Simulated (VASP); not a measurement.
An input for Quantum ESPRESSO's pw.x (written as the equivalent of a VASP run, and not itself run):

```
&CONTROL
  calculation = 'scf'
  pseudo_dir = './pseudo'
  outdir = './out'
  tprnfor = .true.
  tstress = .true.
/
&SYSTEM
  ibrav = 0
  nat = 3
  ntyp = 2
  ecutwfc = 58
  occupations = 'smearing'
  smearing = 'fermi-dirac'
  degauss = 0.003675
  input_dft = 'pbe'
  noncolin = .true.
  lspinorb = .true.
/
&ELECTRONS
  conv_thr = 7.3e-08
  electron_maxstep = 100
/
ATOMIC_SPECIES
  Ta 180.948 Ta.upf
  S 32.060 S.upf
CELL_PARAMETERS angstrom
     3.5928710    0.0000000    0.0000000
    -1.7964350    3.1115170    0.0000000
     0.0000000    0.0000000   16.9203150
ATOMIC_POSITIONS crystal
  Ta   0.0000000  0.0000000  0.5000000
  S    0.3333330  0.6666670  0.5862960
  S    0.6666670  0.3333330  0.4137040
K_POINTS automatic
  6 6 1 0 0 0
```

Question: Translate this input to VASP (INCAR, KPOINTS, POSCAR, choice of POTCAR).

Answer: This is not unique; one that fits is 
File POSCAR:
```
TaS2
3.5928710
  1.0000000000   0.0000000000   0.0000000000
 -0.4999998608   0.8660252483   0.0000000000
  0.0000000000   0.0000000000   4.7094134468
Ta S
1 2
Cart
  0.0000000000   0.0000000000   2.3547067234
 -0.0000004072   0.5773504542   2.7611102662
  0.5000005464   0.2886747941   1.9483031806
```

**INCAR**
```
# general
SYSTEM        = TaS2
PREC          = Accurate
ENCUT         = 300
LREAL         = F
LASPH         = T   # aspherical one-centre terms

# electronic loop
EDIFF         = 1E-6   # SCF stop (eV)
NELM          = 100   # most electronic steps
ALGO          = Normal   # blocked Davidson
LMAXMIX       = 6   # l cut-off of mixed one-centre charges

# smearing
ISMEAR        = -1
SIGMA         = 0.05

# functional
GGA           = PE   # PBE
GGA_COMPAT    = F

# spin
MAGMOM        = 0.0 0.0 0.0 0.0 0.0 0.0 0.0 0.0 0.0
LSORBIT       = T
LNONCOLLINEAR = T

# ions
ISIF          = 2   # forces and stress, cell fixed

# output
LWAVE         = F
LCHARG        = F
LORBIT        = 11
```

**KPOINTS**
```
Automatic
0
gamma
  6 6 1
```

POTCAR, in this order: Ta_pv S (PBE.64 set). Program: vasp_ncl.

The two are equivalent in intent, not identical: the potentials are each code's own (VASP's PAW set, PseudoDojo norm-conserving files, fully relativistic, in pw.x), so ENCUT and ecutwfc are chosen apart and not converted; conv_thr bounds pw.x's estimated SCF error, while EDIFF bounds the energy change between steps.

The cell is a sheet with vacuum, built from a generated structure.
